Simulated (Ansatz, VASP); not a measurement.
# Tl2Se in two plane-wave programs, part 3 of 3

Aim: how closely do two programs agree when they are given the same cell, functional and k mesh? The cell is generated by rule, not measured, and may not be a known phase. The cell is taken from a series of runs on this material, whose earlier steps may have relaxed, scaled, displaced or heated it; both programs get it as it stands.

VASP 6.6.1 and Ansatz 0.2.0.

So far: The structure; VASP: zone-centre phonons, PBE.

The structure was built from a prototype and need not be the compound's stable phase.

## 3. Ansatz: zone-centre phonons, PBE

Level of this step: Ansatz beside VASP: Kohn-Sham DFT, plane waves, PBE (Ansatz).

Ansatz runs on its default PAW (the set named soft_2) files.

The same cell, functional and mesh now go to Ansatz, which takes its cutoff from its data sets.

File input.yaml:

```yaml
crystal:
  lattice:
    - [4.2963257659, 0.0, 0.0]
    - [0.0, 7.5598693216, 0.0]
    - [0.0, 0.0, 6.8925239641]
  atoms:
    - { symbol: Se, position: [0.0, 0.5, 0.4004810726] }
    - { symbol: Se, position: [0.5, 0.0, 0.5995189274] }
    - { symbol: Tl, position: [0.5, 0.7528916606, 0.2405859486] }
    - { symbol: Tl, position: [0.0, 0.2528916606, 0.7594140514] }
    - { symbol: Tl, position: [0.5, 0.2471083394, 0.2405859486] }
    - { symbol: Tl, position: [0.0, 0.7471083394, 0.7594140514] }
kpoints:
  mp_grid: { grid: [8, 4, 6] }
hamiltonian:
  xc: pbe
scf:
  occupations: { method: fixed }
output:
  eigenvalues: true
phonons:
  method: dfpt
  dielectric: true
  rigid_motions: translations
```

The run is started by

```console
ansatz run input.yaml --threads 4 --pin off --max-ram 7168MiB --backend cpu --events-out ev --progress --plain --runs-dir out
```

Numbers of over 12 decimals in the logs are rounded to 6 here.

The log of the run:

```text
Engine: ansatz 0.2.0, aarch64-unknown-linux-gnu
Pseudopotentials: kind: paw
Pseudopotential: Se, paw, valence charge 16, recommended cutoff 420 eV (normal), Se.paw.azcp
Pseudopotential: Tl, paw, valence charge 13, recommended cutoff 420 eV (normal), Tl.paw.azcp
Functional definition: PBE
  parameter kappa = 0.804
  parameter beta = 0.066725
  exchange = pbe_x(kappa = kappa, mu = beta*pi^2/3)
  correlation = pbe_c(beta = beta)
Crystal: 6 atoms, lattice volume = 223.867 Å³
Basis set: ecut = 420 eV, 4397 PW (Γ), exchange–correlation on 60×108×96 points (8 copies of the dense FFT grid, shifted against one another)
Bands: 51, of which v1, the nominal top of the filled ones, is band 42 counted from 1 (41 counted from 0)
Symmetry: 8 space group operations
k-points: 100 of 192 (irreducible under 1 space group operation, time reversal used)
Non-local potential: Se, projectors of the file, l = 0: 2, l = 1: 2, l = 2: 3, l = 3: 1
Non-local potential: Tl, projectors of the file, l = 0: 2, l = 1: 2, l = 2: 2, l = 3: 1
PAW form: soft (Blöchl's): semilocal exchange-correlation on the pseudo side does not see the compensation charge
PAW one-centre angular grid: Se, 590 points (default); XC on 64 Gauss nodes
PAW one-centre angular grid: Tl, 590 points (default); XC on 64 Gauss nodes
Initial density: superposition of atomic densities (neutral atoms: chi_scale 0, normalization atom), corrected by the library's trained network
Initial wavefunctions: pseudopotential atomic-orbital guess
Functional: x = pbe(κ = 0.804, μ = 0.219515), c = pbe(β = 0.066725)
SCF iter   1: F=—  HF=-56716.869515 eV  |F-HF|=—  |Δ(HF+E_count)|=         —  Δρ=1.54e-3  dr2=6.08e-3  ethr=1.77e-3  ⟨swp⟩=4.7  Hψ=17284  notcnv=0  defer=678
preconditioner: auto → Resta (q_TF=auto, 2.317 Å⁻¹)  ε∞=3.9  [insulator: Δε(μ)=0.261 eV  Ē_g=11.752 eV  n_scr=42 (ndim 8)  ℏωp=19.9 eV  f_vac=0.125  ε∞_Penn≈3.9]
SCF iter   2: F=—  HF=-56716.868358 eV  |F-HF|=—  |Δ(HF+E_count)|=   1.16e-3  Δρ=8.00e-4  dr2=1.50e-3  ethr=7.24e-6  ⟨swp⟩=2.0  Hψ=7371  notcnv=0  defer=700
SCF iter   3: F=—  HF=-56716.868682 eV  |F-HF|=—  |Δ(HF+E_count)|=   3.24e-4  Δρ=2.05e-4  dr2=2.26e-4  ethr=1.78e-6  ⟨swp⟩=2.0  Hψ=8349  notcnv=0  defer=700
SCF iter   4: F=—  HF=-56716.868702 eV  |F-HF|=—  |Δ(HF+E_count)|=   2.05e-5  Δρ=7.72e-5  dr2=2.43e-5  ethr=2.69e-7  ⟨swp⟩=2.0  Hψ=9034  notcnv=0  defer=277
SCF iter   5: F=—  HF=-56716.868722 eV  |F-HF|=—  |Δ(HF+E_count)|=   1.95e-5  Δρ=2.85e-5  dr2=3.38e-6  ethr=2.89e-8  ⟨swp⟩=2.0  Hψ=9034  notcnv=0  defer=268
SCF iter   6: F=—  HF=-56716.868813 eV  |F-HF|=—  |Δ(HF+E_count)|=   9.17e-5  Δρ=8.34e-6  dr2=2.46e-7  ethr=4.03e-9  ⟨swp⟩=2.0  Hψ=9034  notcnv=0  defer=267
SCF iter   7: F=—  HF=-56716.868814 eV  |F-HF|=—  |Δ(HF+E_count)|=   4.40e-7  Δρ=3.03e-6  dr2=3.03e-8  ethr=2.92e-10  ⟨swp⟩=2.0  Hψ=8034  notcnv=0  defer=267
SCF iter   8: F=—  HF=-56716.868814 eV  |F-HF|=—  |Δ(HF+E_count)|=   5.54e-8  Δρ=7.20e-7  dr2=1.87e-9  ethr=3.61e-11  ⟨swp⟩=2.0  Hψ=7799  notcnv=0  defer=267
SCF iter   9: F=—  HF=-56716.868814 eV  |F-HF|=—  |Δ(HF+E_count)|=   3.23e-9  Δρ=2.17e-7  dr2=1.25e-10  ethr=2.23e-12  ⟨swp⟩=2.0  Hψ=9028  notcnv=0  defer=267
SCF iter  10: F=-56716.868814 eV  HF=-56716.868814 eV  |F-HF|=3.64e-11  |Δ(HF+E_count)|=  1.89e-10  Δρ=6.59e-8  dr2=1.48e-11  ethr=1.00e-12  ⟨swp⟩=11.8  Hψ=28002  notcnv=0
SCF 1 converged in 10 iterations: F = -56716.868814 eV  dr2 = 1.48e-11
  greatest PAW one-centre occupation: 1.000 electrons in one spin orbital (limit 2), on the Se atom at site 1 (counted from 0), in its partial waves of l = 2
NSCF: frozen V_eff on 13 k-points
DFPT response loops at Γ: preconditioner auto → Resta (q_TF=auto, 2.317 Å⁻¹)  ε∞=14.9 (no band partly filled); β = 1.00, the filter's whole step (`scf.mixing.beta` (0.50) is not read by the response loops at its default; to damp them type it under 1.00, their step now; it binds the ground state too); Broyden in place of MSR1
── the response to a field inside a basis, on 12×6×8 k-points: an SCF that follows is theirs, and a resumed run solves both again ──
Bands: 43, of which v1, the nominal top of the filled ones, is band 42 counted from 1 (41 counted from 0)
k-points: 72 of 576
Initial density: handed on by an earlier stage of this run
Initial wavefunctions: pseudopotential atomic-orbital guess (no wavefunctions were taken with the density)
Eigensolver: Dense (72 Hₖ)
SCF iter   1: F=—  HF=-56716.755122 eV  |F-HF|=—  |Δ(HF+E_count)|=         —  Δρ=1.94e-4  dr2=3.02e-5  ethr=1.00e-1
preconditioner: auto → Resta (q_TF=auto, 2.317 Å⁻¹)  ε∞=5.0  [insulator: Δε(μ)=0.553 eV  Ē_g=9.924 eV  n_scr=42 (ndim 8)  ℏωp=19.9 eV  f_vac=0.124  ε∞_Penn≈5.0]
SCF iter   2: F=—  HF=-56716.755141 eV  |F-HF|=—  |Δ(HF+E_count)|=   1.94e-5  Δρ=9.88e-5  dr2=7.99e-6  ethr=3.60e-8
SCF iter   3: F=—  HF=-56716.755153 eV  |F-HF|=—  |Δ(HF+E_count)|=   1.14e-5  Δρ=1.75e-5  dr2=7.01e-7  ethr=9.51e-9
SCF iter   4: F=-56716.755153 eV  HF=-56716.755153 eV  |F-HF|=9.31e-9  |Δ(HF+E_count)|=   6.93e-7  Δρ=4.85e-6  dr2=6.19e-8  ethr=8.34e-10
SCF 1 converged in 4 iterations: F = -56716.755153 eV  dr2 = 6.19e-8
DFPT response loops at Γ: preconditioner auto → Resta (q_TF=auto, 2.317 Å⁻¹)  ε∞=10.4 (no band partly filled); β = 1.00, the filter's whole step (`scf.mixing.beta` (0.50) is not read by the response loops at its default; to damp them type it under 1.00, their step now; it binds the ground state too); Broyden in place of MSR1
WARN: field response: ε∞ stands inside a basis, on 12×6×8 points; the force constants stand on the 8×4×6 k-mesh, whose period is 10.01 times the interband length at k = (0.0000, 0.2500, 0.0000), direct gap 1.250 eV, under 14: take them and everything formed from them as unconverged, and compare with a denser kpoints.mp_grid
SCF converged after 10 iterations
Free energy (F): -56716.868814 eV
Harris-Foulkes:  -56716.868814 eV  (|F-HF|=3.64e-11)
Internal energy: -56716.868814 eV  (E = F + TS)
E sigma→0 (E₀):  -56716.868814 eV
Fermi energy:    5.961855 eV
--- Per-component energies (eV) ---
  E_band       = -995.262960
  E_kinetic    = 1565.227832
  E_local      = -10578.030769  (includes V_loc(G=0)·N_el)
  E_nonlocal   = 78.550488
  E_hartree    = 4674.050018
  E_xc         = -1130.862420
  E_vxc        = -763.102910  (∫ρ·V_xc dr)
  E_paw        = -44474.736587  (= ΣΔE_a)
  E_vpaw       = -646.006741  (= ΣTr[D̂ρ^β])
  E_aug_tail   = -0.001040  (compensation charges beyond the density's cutoff)
  E_ewald      = -6851.066337
  E_smearing   = -0.000000  (= −TS)
  E_closure    = -0.000000  (closes the sum)
  Σ components = -56716.868814   (vs F -56716.868814, Δ=0.00e0)
--- Band table (eV; the first three rows and the last of 100) ---
  k-point 0: bands = [... 38 lower, 4.4259, 4.8878, 4.9045, 5.5318, 6.2945, 6.7922, 9.4485, 9.4538, ... 5 higher]
  k-point 1: bands = [... 38 lower, 4.6841, 4.8952, 4.9814, 5.5759, 6.2320, 6.9978, 9.2003, 9.3329, ... 5 higher]
  k-point 2: bands = [... 38 lower, 4.8233, 4.8741, 5.3712, 5.5638, 6.6588, 7.2780, 8.4946, 9.0275, ... 5 higher]
  k-point 99: bands = [... 38 lower, 4.5961, 4.5961, 4.6067, 4.6067, 6.8883, 6.8883, 8.5895, 8.5895, ... 5 higher]
--- Phonons (Γ-DFPT): 6 representative perturbations + reference, on 100 of 192 k-points (Σ response iterations 18) ---
  k mesh reduced under 1 symmetry operation, with k and −k counted as one. Each operation leaves every solved perturbation unchanged. A smaller set is not considered because the run solves the response to a homogeneous field
  ASR residual: 2.035e-4 → 0.000e0 eV/Å²; symmetrization residual: 5.022e-5 eV/Å²
  ASR residual per site (eV/Å²): 2.03e-4 2.03e-4 1.17e-4 1.17e-4 1.17e-4 1.17e-4
  Γ frequencies (cm⁻¹): 0.00 0.00 0.00 26.90 29.40 33.17 34.26 37.59 40.26 44.94 66.07 69.94 87.57 88.02 88.20 91.92 111.86 133.53
  ε∞ (high-frequency dielectric tensor):
        8.608118     0.000000     0.000000
        0.000000    10.714624     0.000000
        0.000000     0.000000     9.580148
  ε⁰ (static dielectric tensor: ions relaxed, cell fixed):
       16.376179    -0.000000     0.000000
       -0.000000    24.863889    -0.000000
        0.000000    -0.000000    12.483700
  ε⁰ − ε∞ (ionic part):
        7.768061    -0.000000     0.000000
       -0.000000    14.149265    -0.000000
        0.000000    -0.000000     2.903552
  softest optical mode at Γ: 26.90 cm⁻¹; the repairs (sum rule, projections) moved no ω² at Γ by more than (1.97 cm⁻¹)²
  Born effective charges Z* (e; rows j = field, columns β = displacement):
    site 0:
        -3.01629    0.00000    0.00000
        -0.00000   -3.74549    0.00000
         0.00000    0.00000   -2.33194
    site 1:
        -3.01629    0.00000    0.00000
        -0.00000   -3.74549    0.00000
         0.00000    0.00000   -2.33194
    site 2:
         1.50814    0.00000    0.00000
        -0.00000    1.87275    0.07221
        -0.00000    0.00089    1.16597
    site 3:
         1.50814    0.00000    0.00000
        -0.00000    1.87275   -0.07221
        -0.00000   -0.00089    1.16597
    site 4:
         1.50814   -0.00000    0.00000
         0.00000    1.87275   -0.07221
         0.00000   -0.00089    1.16597
    site 5:
[...]
Z* charge neutrality: 1.935e-2 e pre-enforcement
  solved inside a basis spanned on kpoints, on 12×6×8 k-points, its susceptibility summed on 16×8×10: ε∞ is read to err by 5.8e-2, Z* by 2.8e-2 e (field_mesh: kpoints solves on kpoints); Z* is corrected for what the basis lacks
  optical modes at Γ without the LO–TO term, one row a degenerate level:
      ω (cm⁻¹)  modes    IR ((D/Å)²/amu)
[...]
optical modes at Γ + LO–TO along q̂ = [1.0000, 0.0000, 0.0000]:
      ω (cm⁻¹)  modes    IR ((D/Å)²/amu)
[...]
optical modes at Γ + LO–TO along q̂ = [0.0000, 1.0000, 0.0000]:
      ω (cm⁻¹)  modes    IR ((D/Å)²/amu)
[...]
optical modes at Γ + LO–TO along q̂ = [0.0000, 0.0000, 1.0000]:
      ω (cm⁻¹)  modes    IR ((D/Å)²/amu)
[...]
66.07      1             0.0000
         70.00      1             0.0064
         87.57      1             0.0000
         88.02      1             9.3982
         88.20      1             6.3428
         91.92      1             0.0000
        127.57      1             3.7848
        133.53      1             0.0000
```

The column dr2 measures how far the density is from self-consistency, as an energy; F and HF (Harris–Foulkes) agree once it is small.

## 4. Comparison

Known differences besides the potentials themselves: fixed occupations in Ansatz, narrow Gaussian smearing in VASP; VASP's response is taken on the typed mesh, Ansatz refines its own for the field response alone; the data sets hold 84 valence electrons in Ansatz (on its default PAW (the set named soft_2) files) and 64 in VASP; the cutoff is 420 eV in Ansatz and 500 eV in VASP. Total energies have different zeros and are not compared.

Compared:

| quantity | Ansatz | VASP | difference |
| --- | --- | --- | --- |
| ε∞ xx | 8.61 | 8.64 | -0.38 % |
| ε∞ yy | 10.71 | 10.63 | +0.78 % |
| ε∞ zz | 9.58 | 9.82 | -2.42 % |
| Born charge of Se1 (mean of the diagonal) (e) | -3.03 | -3.01 | -0.02 |
| Born charge of Tl3 (mean of the diagonal) (e) | 1.52 | 1.51 | +0.01 |
| optical mode 1 (cm⁻¹) | 26.9 | 27.2 | -0.3 |
| optical mode 2 (cm⁻¹) | 29.4 | 29.7 | -0.3 |
| optical mode 3 (cm⁻¹) | 33.2 | 33.5 | -0.3 |
| optical mode 4 (cm⁻¹) | 34.3 | 34.2 | +0.1 |
| optical mode 5 (cm⁻¹) | 37.6 | 37.3 | +0.3 |
| optical mode 6 (cm⁻¹) | 40.3 | 40.8 | -0.6 |
| optical mode 7 (cm⁻¹) | 44.9 | 44.9 | 0.0 |
| optical mode 8 (cm⁻¹) | 66.1 | 65.9 | +0.19 % |
| optical mode 9 (cm⁻¹) | 69.9 | 70.2 | -0.42 % |
| optical mode 10 (cm⁻¹) | 87.6 | 88.2 | -0.67 % |
| optical mode 11 (cm⁻¹) | 88.0 | 88.6 | -0.61 % |
| optical mode 12 (cm⁻¹) | 88.2 | 88.6 | -0.48 % |
| optical mode 13 (cm⁻¹) | 91.9 | 92.3 | -0.43 % |
| optical mode 14 (cm⁻¹) | 111.9 | 112.3 | -0.41 % |
| optical mode 15 (cm⁻¹) | 133.5 | 134.1 | -0.44 % |

Modes are paired by rising frequency, not by their patterns, so a pair may set unlike modes beside each other; they are those without the splitting of longitudinal modes.

## 5. Outcome

* r.m.s. difference of the optical zone-centre modes, each program's sorted by frequency (zone-centre phonons, PBE): 0.40 cm⁻¹
* difference in ε∞ zz (zone-centre phonons, PBE): -2.4 %

**Reading.** The r.m.s. difference of the optical zone-centre modes, each program's sorted by frequency is 0.40 cm⁻¹ (zone-centre phonons, PBE). The data sets hold unlike numbers of valence electrons (84 in Ansatz and 64 in VASP), so part of the differences comes from the potentials. Among the rows given in per cent, the largest difference of the zone-centre phonons, PBE pair is in ε∞ zz, -2.4 %. How closely two codes agree says nothing of how well the functional describes the real material.

[Lines on the potential files, build, host, timing and source positions are cut from VASP's logs without a mark.]

[Logs are printed without paths, hosts, clocks, repeated set-up lines and the standing remarks that a program may print on its own settings, such as how far it seeks lower states.]

[Hosts, paths, dates, database ids (printed as entryN), source tags and the programs' standing remarks are cut or masked in the printed files.]
